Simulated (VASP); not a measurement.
Shape and ions are relaxed at each volume.

Energy against volume of MgB2 (AlB2 type). All values below come from rev-vdW-DF2, VASP's PBE PAW potentials (set 64) (plane waves; VASP 6.6.1).

```tsv
V (Å³/atom)	E (eV/atom)
8.936	-4.34400
9.221	-4.35784
9.506	-4.36265
9.791	-4.35956
10.077	-4.34958
```

Problem. Fit a third-order Birch-Murnaghan equation of state.

Solution. 
- volume per atom = 9.53 Å^3/atom
- bulk modulus = 146 GPa
- pressure derivative of the bulk modulus = 3.51

The compound is MgB2 in the AlB2 type structure. It was relaxed first.
